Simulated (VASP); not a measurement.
# B2SbN (P6/mmm) in VASP: a series of runs

Runs on B2SbN. Level: PBE+D3(BJ). Tasks: single point, relaxation of cell and atoms.

Program: VASP 6.6.1. These are calculated values, not measurements. Logs are shortened: lines on timing, memory, paths and dates and some standing lists are left out, and cuts for length are marked.

**1. Starting point**

It takes space group P6/mmm (No. 191, hexagonal). Conventional cell: a = 3.163 Å, b = 3.163 Å, c = 6.472 Å, α = 90.00°, β = 90.00°, γ = 120.00°. B (site symmetry -6m2) is surrounded by 3 N at 1.83 Å and 3 B at 1.83 Å. Sb (site symmetry 6/mmm) is surrounded by 6 Sb at 3.16 Å and 2 N at 3.24 Å. N (site symmetry 6/mmm) has 6 B at 1.83 Å as nearest neighbours.

The cell comes from a database or a generator and needn't be the stable form of this composition.

**2. Single point, PBE+D3(BJ)**

The input, INCAR:

```
PREC = Accurate
ENCUT = 520
EDIFF = 1E-7
ISMEAR = 0
SIGMA = 0.1
LREAL = False
LASPH = True
NELM = 100
ALGO = Normal
ISIF = 2
LWAVE = False
LCHARG = True
GGA = PE
IVDW = 12
LELF = True
LVHAR = True
NBANDS = 16
```

The input, KPOINTS:

```
regular mesh
0
Gamma
  15 15 8
```

The input, POSCAR:

```
B2SbN
1.0
    3.1630326053      0.0000000000      0.0000000000
   -1.5815163026      2.7392665892      0.0000000000
    0.0000000000      0.0000000000      6.4715845591
B Sb N
2 1 1
Direct
    0.3333333333      0.6666666667      0.0000000000
    0.6666666667      0.3333333333      0.0000000000
    0.0000000000      0.0000000000      0.5000000000
    0.0000000000      0.0000000000      0.0000000000
```

Potentials or basis: VASP PAW PBE potentials, release 64 (B, Sb, N).

Started as:

```sh
$ cat potpaw_PBE.64/B/POTCAR potpaw_PBE.64/Sb/POTCAR potpaw_PBE.64/N/POTCAR > POTCAR
$ mpirun -np 1 vasp_std > vasp.out
```

OUTCAR:

```text
PREC = Accurate
   ENCUT = 520
   EDIFF = 1E-7
   ISMEAR = 0
   LREAL = False
   LASPH = True
   NELM = 100
   ISIF = 2
   GGA = PE
   IVDW = 12
 IVDW          = 12

 ion  position               nearest neighbor table
   1  0.333  0.667  0.000-   4 1.83   2 1.83   2 1.83   4 1.83   4 1.83   2 1.83
   2  0.667  0.333  0.000-   4 1.83   1 1.83   1 1.83   4 1.83   4 1.83   1 1.83
   3  0.000  0.000  0.500-
   4  0.000  0.000  0.000-   1 1.83   2 1.83   1 1.83   2 1.83   2 1.83   1 1.83

  LATTYP: Found a hexagonal cell.
 ALAT       =     3.1630326053
 C/A-ratio  =     2.0460062752

  Lattice vectors:

 A1 = (   3.1630326053,   0.0000000000,   0.0000000000)
 A2 = (  -1.5815163026,   2.7392665892,   0.0000000000)
 A3 = (   0.0000000000,   0.0000000000,   6.4715845591)

Analysis of symmetry for initial positions (statically):
=====================================================================
 Subroutine PRICEL returns:
 Original cell was already a primitive cell.

 Routine SETGRP: Setting up the symmetry group for a
 hexagonal supercell.

 Subroutine GETGRP returns: Found 24 space group operations
 (whereof 24 operations were pure point group operations)
 out of a pool of 24 trial point group operations.

The static configuration has the point symmetry D_6h.

Analysis of symmetry for dynamics (positions and initial velocities):
=====================================================================
 Subroutine PRICEL returns:
 Original cell was already a primitive cell.

 Routine SETGRP: Setting up the symmetry group for a
 hexagonal supercell.

 Subroutine GETGRP returns: Found 24 space group operations
 (whereof 24 operations were pure point group operations)
 out of a pool of 24 trial point group operations.

The dynamic configuration has the point symmetry D_6h.

 Subroutine INISYM returns: Found 24 space group operations
 (whereof 24 operations are pure point group operations),
 and found     1 'primitive' translations

----------------------------------------------------------------------------------------

                                     Primitive cell

  volume of cell :      56.0723

  direct lattice vectors                    reciprocal lattice vectors
     3.163032605  0.000000000  0.000000000     0.316152290  0.182530609  0.000000000
    -1.581516303  2.739266589  0.000000000     0.000000000  0.365061219  0.000000000
[... 92 lines left out ...]
   NSW    =      0    number of steps for IOM
   IBRION =     -1    ionic relax: 0-MD 1-quasi-New 2-CG
   NFREE  =      0    steps in history (QN), initial steepest desc. (CG)
   ISIF   =      2    stress and relaxation
   ISYM   =      2    0-nonsym 1-usesym 2-fastsym
   POTIM  = 0.5000    time-step for ionic-motion
   TEBEG  =    0.0;   TEEND  =   0.0 temperature during run
   PSTRESS=    0.0 pullay stress
   NELECT =      16.0000    total number of electrons
   NUPDOWN=      -1.0000    fix difference up-down
   EMIN   =  10.00;   EMAX   =-10.00  energy-range for DOS
   EFERMI =   0.00;   METHOD = LEGACY
   ISMEAR =     0;   SIGMA  =   0.10  broadening in eV -4-tet -1-fermi 0-gaus
   EFERMI_NEDOS =   21; number of points for ismear=-14 and -15
   IALGO  =     38    algorithm
   IMIX   =      4    mixing-type and parameters
     AMIX     =   0.40;   BMIX     =  1.00
     AMIX_MAG =   1.60;   BMIX_MAG =  1.00
  volume/ion in A,a.u.               =      14.02        94.60
  Fermi-wavevector in a.u.,A,eV,Ry     =   1.077785  2.036717 15.804794  1.161620
  Thomas-Fermi vector in A             =   2.213706
   LORBIT       =      0    0 simple, 1 ext, 2 COOP (PROOUT), +10 PAW based schemes
   GGA     = PE    functional components
   LHFCALC =     F    Hartree Fock is set to
   AEXX    =    0.0000 exact exchange contribution
   IVDW    =    12    specifies the selected vdW correction
   LEPSILON=     F    determine dielectric tensor
   LRPA    =     F    only Hartree local field effects (RPA)
 non-spin polarized calculation
 Gauss-broadening in eV      SIGMA  =   0.10
  energy-cutoff  :      520.00
  volume of cell :       56.07
 maximum number of plane-waves:      1526
 NGX is ok and might be reduce to    24
   NGX = 11   NGY = 11   NGZ = 25

 number of electron      16.0000000 magnetization

 Free energy of the ion-electron system (eV)
  ---------------------------------------------------
  ext. energy  EPLUGINS =         0.00000000
  ---------------------------------------------------
  free energy    TOTEN  =       -18.73861984 eV

  energy without entropy =      -18.73047914  energy(sigma->0) =      -18.73454949

 E-fermi :   6.1809     XC(G=0): -10.2805

 val. band max:        6.1714764559   @ k =   0.2667   0.1333   0.1250
 cond. band min:       6.1854252948   @ k =   0.2667   0.2000   0.1250
 fundamental gap:      0.0139488388
 Fermi energy:         6.1808920701

 k-point     1 :       0.0000    0.0000    0.0000
  band No.  band energies     occupation
      1     -12.7244      2.00000
      2      -5.5222      2.00000
      3      -1.2499      2.00000
      4       0.4276      2.00000
      5       0.4276      2.00000
      6       3.4121      2.00000
[... 433 lines left out ...]
      3      -3.9087      2.00000
      4      -1.0921      2.00000
      5       2.0306      2.00000
      6       2.2088      2.00000
[... 8 lines left out ...]
     15      15.7162      0.00000
     16      16.1994      0.00000

 [... further k-points ...]

------------------------ aborting loop because EDIFF is reached ----------------------------------------

 Edisp (eV)   -0.92267

 E8    (eV) :    -0.3560

  FORCE on cell =-STRESS in cart. coord.  units (eV):
  Direction    XX          YY          ZZ          XY          YZ          ZX
  --------------------------------------------------------------------------------------
  -------------------------------------------------------------------------------------
  Total      -0.05140    -0.05140    -0.03997    -0.00000     0.00000     0.00000
  in kB      -1.46862    -1.46862    -1.14199    -0.00000     0.00000     0.00000
  external pressure =       -1.36 kB  Pullay stress =        0.00 kB

 VOLUME and BASIS-vectors are now :
 -----------------------------------------------------------------------------
  energy-cutoff  :      520.00
  volume of cell :       56.07
      direct lattice vectors                 reciprocal lattice vectors
     3.163032605  0.000000000  0.000000000     0.316152290  0.182530609  0.000000000
    -1.581516303  2.739266589  0.000000000     0.000000000  0.365061219  0.000000000
     0.000000000  0.000000000  6.471584559     0.000000000  0.000000000  0.154521662

 POSITION                                       TOTAL-FORCE (eV/Angst)
 -----------------------------------------------------------------------------------
     -0.00000      1.82618      0.00000         0.000000     -0.000000     -0.000000
      1.58152      0.91309      0.00000        -0.000000      0.000000      0.000000
      0.00000      0.00000      3.23579         0.000000     -0.000000     -0.000000
      0.00000      0.00000      0.00000         0.000000     -0.000000     -0.000000
 -----------------------------------------------------------------------------------
    total drift:                               -0.000000      0.000000      0.000000

  FREE ENERGIE OF THE ION-ELECTRON SYSTEM (eV)
  ---------------------------------------------------
  free  energy   TOTEN  =       -19.6612907418 eV

  energy  without entropy=      -19.6531500418  energy(sigma->0) =      -19.65722039
```

OSZICAR:

```text
N       E                     dE             d eps       ncg     rms          rms(c)
DAV:   1     0.484346733981E+02    0.48435E+02   -0.61615E+03  4320   0.856E+02
DAV:   2    -0.166899902698E+02   -0.65125E+02   -0.58243E+02  6080   0.155E+02
DAV:   3    -0.203064582343E+02   -0.36165E+01   -0.35428E+01  5304   0.381E+01
DAV:   4    -0.203454211213E+02   -0.38963E-01   -0.38939E-01  5592   0.434E+00
DAV:   5    -0.203460721761E+02   -0.65105E-03   -0.65097E-03  5520   0.539E-01    0.671E+00
DAV:   6    -0.195221007738E+02    0.82397E+00   -0.61864E+00  5808   0.128E+01    0.492E+00
DAV:   7    -0.187571812331E+02    0.76492E+00   -0.11428E+00  5536   0.629E+00    0.197E+00
DAV:   8    -0.187405411115E+02    0.16640E-01   -0.14662E-01  4984   0.229E+00    0.390E-01
DAV:   9    -0.187385616672E+02    0.19794E-02   -0.56410E-03  5784   0.626E-01    0.120E-01
DAV:  10    -0.187386413188E+02   -0.79652E-04   -0.71163E-04  5496   0.207E-01    0.562E-02
DAV:  11    -0.187386209632E+02    0.20356E-04   -0.69753E-05  5248   0.484E-02    0.167E-02
DAV:  12    -0.187386196108E+02    0.13523E-05   -0.11664E-05  5936   0.246E-02    0.634E-03
DAV:  13    -0.187386199275E+02   -0.31665E-06   -0.13504E-06  5368   0.908E-03    0.193E-03
DAV:  14    -0.187386198443E+02    0.83185E-07   -0.65579E-08  3504   0.174E-03
   1 F= -.19661291E+02 E0= -.19657220E+02  d E =-.814070E-02
```

stdout:

```text
POSCAR found type information on POSCAR B SbN
 POSCAR found :  3 types and       4 ions
 scaLAPACK will be used
 LDA part: xc-table for (Slater+PW92), standard interpolation
 POSCAR, INCAR and KPOINTS ok, starting setup
 FFT: planning ... GRIDC
 FFT: planning ... GRID_SOFT
 FFT: planning ... GRID
 WAVECAR not read
 entering main loop
```

It took 76 s on 1 thread of Intel Xeon Platinum 8488C (Sapphire Rapids), shared host; peak memory 0.27 GiB.

Results:

```
Free energy                : -19.6613 eV
Pressure                   : -0.1 GPa
Band gap on the k mesh     : none (metal or under the smearing width)
Dispersion energy per atom : -0.231 eV
```

Spin-orbit coupling is left out, which matters for the levels of Sb.

**3. Relaxation of cell and atoms, PBE+D3(BJ)**

This run uses another cell than the first one, of 12.98 Å³/atom, 0.926 times its volume.

The input, INCAR:

```
SYSTEM = B2SbN
PREC = Accurate ; ENCUT = 600
EDIFF = 1E-6 ; ISMEAR = 0
SIGMA = 0.1 ; LREAL = .FALSE.
LASPH = .TRUE. ; NELM = 100
ALGO = Fast ; ISIF = 3
LWAVE = .FALSE. ; LCHARG = .FALSE.
GGA = PE ; IVDW = 12
IBRION = 2 ; NSW = 100
EDIFFG = -0.005
```

The input, KPOINTS:

```
regular mesh
0
G
  15 15 8
  0 0 0
```

The input, POSCAR:

```
B2SbN
1.0
    3.1935875469      0.0000000000      0.0000000000
   -1.5967937734      2.7657279448      0.0000000000
    0.0000000000      0.0000000000      5.8803715289
B Sb N
2 1 1
Direct
    0.3333333333      0.6666666667      0.0000000000
    0.6666666667      0.3333333333      0.0000000000
    0.0000000000      0.0000000000      0.5000000000
    0.0000000000      0.0000000000      0.0000000000
```

Potentials or basis: VASP PAW PBE potentials, release 64 (B, Sb, N).

Started as:

```sh
$ cat potpaw_PBE.64/B/POTCAR potpaw_PBE.64/Sb/POTCAR potpaw_PBE.64/N/POTCAR > POTCAR
$ mpirun -np 1 vasp_std > vasp.out
```

Run time: 17 min. Hardware: 1 thread of Intel Xeon Platinum 8488C (Sapphire Rapids), shared host; peak memory 0.31 GiB.

Results (log left out):

- Free energy: -19.6631 eV
- Relaxed volume: 13.93 Å³/atom
- Relaxed cell: a = 3.162 Å, b = 3.162 Å, c = 6.435 Å, α = 90.00°, β = 90.00°, γ = 120.00°
- Space group after relaxing (to 0.05 Å): P6/mmm (No. 191)
- Energy gained by relaxing: 7.3 meV/atom
- Ionic steps: 23
- Pressure after relaxing: 0.0 GPa
- Band gap on the k mesh: none (metal or under the smearing width)
- Dispersion energy per atom: -0.232 eV

Step by step:
```tsv
step	energy change (eV)	largest force (eV/Å)	pressure (GPa)	volume (Å³)
1	0.0000	0.0000	-0.46	51.94
2	-0.0008	0.0000	0.45	51.66
3	-0.0008	0.0000	0.32	51.70
4	-0.0016	0.0000	0.42	51.78
5	-0.0044	0.0000	0.74	52.04
6	-0.0117	0.0000	1.40	52.54
7	-0.0127	0.0000	3.12	53.49
8	-0.0157	0.0000	2.37	53.08
9	-0.0158	0.0000	2.37	53.10
10	-0.0160	0.0000	2.38	53.15
11	-0.0165	0.0000	2.40	53.25
12	-0.0173	0.0000	2.45	53.45
13	-0.0180	0.0000	2.54	53.85
14	-0.0192	0.0000	2.39	53.95
15	-0.0224	0.0000	1.95	54.24
16	-0.0269	0.0000	1.11	54.81
17	-0.0286	0.0000	-0.56	55.98
18	-0.0291	0.0000	-0.06	55.61
19	-0.0291	0.0000	-0.02	55.58
20	-0.0291	0.0000	0.00	55.58
21	-0.0291	0.0000	0.00	55.60
22	-0.0292	0.0000	0.01	55.64
23	-0.0292	0.0000	0.03	55.72
```

Final structure:
```
B Sb N
1.0
     3.16180    0.00000    0.00000
    -1.58090    2.73820    0.00000
     0.00000    0.00000    6.43539
B Sb N
2 1 1
Direct
  0.33333 0.66667 0.00000
  0.66667 0.33333 0.00000
  0.00000 0.00000 0.50000
  0.00000 0.00000 0.00000
```

Levels at points of the mesh, in eV from the Fermi level:
```
           k point  band 4  band 5  band 6  band 7  band 8  band 9  band 10  band 11  band 12
(0.00, 0.00, 0.00)   -5.76   -5.76   -2.76   -1.93   -1.93   -1.40     3.21     5.71     6.60
(0.00, 0.00, 0.50)   -5.76   -5.76   -3.82   -1.93   -1.93   -1.77     2.83     6.56     6.56
```

The run has no spin-orbit coupling, so splittings on Sb are missing.

**4. Single point, PBE+D3(BJ)**

This run uses another cell than the first one, of 13.66 Å³/atom, 0.974 times its volume.

The input, INCAR:

```
PREC = Accurate
ENCUT = 520
EDIFF = 1E-6
ISMEAR = 0
SIGMA = 0.1
LREAL = False
LASPH = True
NELM = 100
ALGO = Normal
ISIF = 2
LWAVE = False
LCHARG = False
GGA = PE
IVDW = 12
NBANDS = 16
```

The input, KPOINTS:

```
Automatic mesh
0
Gamma
  9 9 4
```

The input, POSCAR:

```
B2SbN
1.0
    2.8712256491      0.0000000000      0.0000000000
   -1.4356128245      2.4865543521      0.0000000000
    0.0000000000      0.0000000000      7.6527936508
B Sb N
2 1 1
Direct
    0.3333333333      0.6666666667      0.0000000000
    0.6666666667      0.3333333333      0.0000000000
    0.0000000000      0.0000000000      0.5000000000
    0.0000000000      0.0000000000      0.0000000000
```

Potentials or basis: VASP PAW PBE potentials, release 64 (B, Sb, N).

Started as:

```sh
$ cat potpaw_PBE.64/B/POTCAR potpaw_PBE.64/Sb/POTCAR potpaw_PBE.64/N/POTCAR > POTCAR
$ mpirun -np 1 vasp_std > vasp.out
```

OUTCAR:

```text
PREC = Accurate
   ENCUT = 520
   EDIFF = 1E-6
   ISMEAR = 0
   LREAL = False
   LASPH = True
   NELM = 100
   ISIF = 2
   GGA = PE
   IVDW = 12
 IVDW          = 12

 ion  position               nearest neighbor table
   1  0.333  0.667  0.000-   4 1.66   2 1.66   2 1.66   4 1.66   4 1.66   2 1.66
   2  0.667  0.333  0.000-   4 1.66   1 1.66   1 1.66   4 1.66   4 1.66   1 1.66
   3  0.000  0.000  0.500-
   4  0.000  0.000  0.000-   1 1.66   2 1.66   1 1.66   2 1.66   2 1.66   1 1.66

  LATTYP: Found a hexagonal cell.
 ALAT       =     2.8712256491
 C/A-ratio  =     2.6653403759

  Lattice vectors:

 A1 = (   2.8712256491,   0.0000000000,   0.0000000000)
 A2 = (  -1.4356128245,   2.4865543521,   0.0000000000)
 A3 = (   0.0000000000,   0.0000000000,   7.6527936508)

Analysis of symmetry for initial positions (statically):
=====================================================================
 Subroutine PRICEL returns:
 Original cell was already a primitive cell.

 Routine SETGRP: Setting up the symmetry group for a
 hexagonal supercell.

[... 175 lines left out ...]
 cond. band min:       6.6554909502   @ k =   0.4444  -0.0000   0.5000
 fundamental gap:      0.0662859333
 Fermi energy:         6.6203451287

 k-point     1 :       0.0000    0.0000    0.0000
  band No.  band energies     occupation
      1     -15.4443      2.00000
      2      -7.0711      2.00000
      3      -2.6784      2.00000
      4      -1.1620      2.00000
      5      -1.1620      2.00000
      6       2.5524      2.00000
[... 433 lines left out ...]
      3      -7.2784      2.00000
      4       0.4016      2.00000
      5       1.8433      2.00000
      6       2.5749      2.00000
[... 8 lines left out ...]
     15      13.0594      0.00000
     16      16.9418      0.00000

 [... further k-points ...]

------------------------ aborting loop because EDIFF is reached ----------------------------------------

 Edisp (eV)   -0.91700

 E8    (eV) :    -0.3473

  FORCE on cell =-STRESS in cart. coord.  units (eV):
  Direction    XX          YY          ZZ          XY          YZ          ZX
  --------------------------------------------------------------------------------------
  -------------------------------------------------------------------------------------
  Total      14.46921    14.46921    -1.14061     0.00000     0.00000     0.00000
  in kB     424.29707   424.29707   -33.44755     0.00000     0.00000     0.00000
  external pressure =      271.72 kB  Pullay stress =        0.00 kB

 VOLUME and BASIS-vectors are now :
 -----------------------------------------------------------------------------
  energy-cutoff  :      520.00
  volume of cell :       54.64
      direct lattice vectors                 reciprocal lattice vectors
     2.871225649  0.000000000  0.000000000     0.348283319  0.201081468  0.000000000
    -1.435612824  2.486554352  0.000000000     0.000000000  0.402162936  0.000000000
     0.000000000  0.000000000  7.652793651     0.000000000  0.000000000  0.130671235

 POSITION                                       TOTAL-FORCE (eV/Angst)
 -----------------------------------------------------------------------------------
     -0.00000      1.65770      0.00000        -0.000000      0.000000      0.000000
      1.43561      0.82885      0.00000        -0.000000      0.000000     -0.000000
      0.00000      0.00000      3.82640         0.000000      0.000000     -0.000000
      0.00000      0.00000      0.00000         0.000000      0.000000     -0.000000
 -----------------------------------------------------------------------------------
    total drift:                               -0.000000      0.000000      0.000000

  FREE ENERGIE OF THE ION-ELECTRON SYSTEM (eV)
  ---------------------------------------------------
  free  energy   TOTEN  =       -18.2962078446 eV

  energy  without entropy=      -18.2867683317  energy(sigma->0) =      -18.29148809
```

Run time: 26 s. Hardware: 1 thread of Intel Xeon Platinum 8488C (Sapphire Rapids), shared host; peak memory 0.2 GiB.

What came out:

| Item | Value |
| --- | --- |
| Free energy | -18.2962 eV |
| Pressure | 27.2 GPa |
| Band gap on the k mesh | none (metal or under the smearing width) |
| Dispersion energy per atom | -0.229 eV |

Caveat: so large a pressure means that the cell lies far from this level's equilibrium, or that cutoff or potentials fall short. The run has no spin-orbit coupling, so splittings on Sb are missing.

**5. Summary**

| task | cell | k mesh | cutoff (eV) | gap on the mesh (eV) | pressure (GPa) |
| --- | --- | --- | --- | --- | --- |
| single point | P6/mmm, 14.02 Å³/atom | 15 × 15 × 8 | 520 | none | -0.1 |
| relaxation of cell and atoms | relaxed | 15 × 15 × 8 | 600 | none | 0.0 |
| single point | P6/mmm, 13.66 Å³/atom | 9 × 9 × 4 | 520 | none | 27.2 |

Alike in all rows: level PBE+D3(BJ); potentials or basis VASP PAW PBE potentials, release 64 (B, Sb, N); no spin polarisation; smearing gaussian 0.1 eV.

Caveats: so large a pressure means that the cell lies far from this level's equilibrium, or that cutoff or potentials fall short (some runs).

Total energies depend on the potentials used, so only differences within one code and one set of settings carry meaning.
